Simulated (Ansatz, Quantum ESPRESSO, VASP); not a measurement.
Code comparison for ZnS (P6_3mc, 8 atoms in the cell)

Self-consistent single point.

```xyz
8
Lattice="3.8089 0.0000 0.0000 -1.9045 3.2986 0.0000 0.0000 0.0000 12.4526" Properties=species:S:1:pos:R:3 pbc="T T T"
Zn     1.9045     1.0995     9.3386
Zn     0.0000     2.1991     3.1123
Zn     0.0000     0.0000     6.2263
Zn     0.0000     0.0000     0.0000
S      1.9045     1.0995    11.6772
S      0.0000     2.1991     5.4509
S      0.0000     0.0000     8.5592
S      0.0000     0.0000     2.3329
```

All programs got the same cell, k-point mesh and kind of occupations (some realise fixed ones as a very narrow smearing) (in Ansatz's words: kpoints.mp_grid.grid = 7 7 2; scf.occupations.method = fixed); potentials, basis and cutoffs are each program's usual ones.

```
code                                                       model  pressure (GPa)  largest force (eV/Å)  gap on the mesh (eV)  cutoff
----------------  ----------------------------------------------  --------------  --------------------  --------------------  ------
VASP                     PBE, VASP's PBE PAW potentials (set 64)               –                     –                 2.185  300 eV
Quantum ESPRESSO  PBE, GBRV 1.5 ultrasoft (PBE) pseudopotentials            2.10                 0.013                 2.182   50 Ry
Ansatz                                    PBE, default PAW files            2.23                 0.013                 2.186  420 eV
```

A dash marks a value that a program does not give, or that is left out as unsure.

Gaps are read on the mesh.

The spread over the programs that give each value: pressure within 0.13 GPa; largest force within 0.000 eV/Å; gap on the mesh within 0.004 eV.

The starting cell comes from a database of computed structures (which also holds hypothetical and non-ambient phases and stackings), without a prior relaxation at this level.

Task: Why do the programs differ, and what cannot be compared?

Result: Differences of this kind can come from the potentials, where these differ, and from what each basis and cutoff leave unconverged. The valence holds different numbers of electrons (VASP 72, Quantum ESPRESSO 104, Ansatz (a quantum-chemistry and plane-wave program) 72). The zero of total energies and Fermi levels follows the potentials and each program's conventions, so they are not compared here. Ansatz's pressure is given at a fixed set of plane waves, as the other plane-wave codes print theirs; with its correction for the finite basis it is 2.30 GPa.

VASP's run is marked for a possible Pulay error in its stress at this cutoff; no cutoff test was made.

VASP ran the fixed occupations as a Gaussian smearing of 0.01 eV.

Left out of this page: ABINIT (stopped by limits of time or memory); GPAW, CP2K, FLEUR and SIESTA (not drawn, or without a comparable value).

Keys are those of Ansatz 0.2.
